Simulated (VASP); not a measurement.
A run of VASP 6.6.1 is set up as follows.

The input INCAR:

```
SYSTEM = Si
ALGO = Normal ; EDIFF = 1E-6
ENCUT = 700 ; GGA = PE
ISIF = 2 ; ISMEAR = 0
LASPH = .True. ; LCHARG = .True.
LREAL = .False. ; LVHAR = .True.
LWAVE = .False. ; NELM = 100
PREC = Accurate ; SIGMA = 0.02
```

Contents of KPOINTS:

```
k-points
0
Gamma
  10 10 10
  0 0 0
```

File POSCAR:

```
Si                                      
1.0
   -0.0000000000      2.7343400349      2.7343400349
    2.7343400349     -0.0000000000      2.7343400349
    2.7343400349      2.7343400349     -0.0000000000
  Si            
     2
Direct
     0.0000000000000000    0.0000000000000000    0.0000000000000000
     0.2500000000000000    0.2500000000000000    0.2500000000000000
```

Potentials or basis: VASP PAW PBE potentials, release 64 (Si).

Launch:

```bash
$ cat potpaw_PBE.64/Si/POTCAR > POTCAR
$ mpirun -np 1 vasp_std > vasp.out
```

(1) Predict the band gap on the k mesh.

(2) What does it give for the pressure?

## Answers

(1) 0.62 eV, indirect (least direct gap 2.56 eV).

(2) 0.0 GPa.
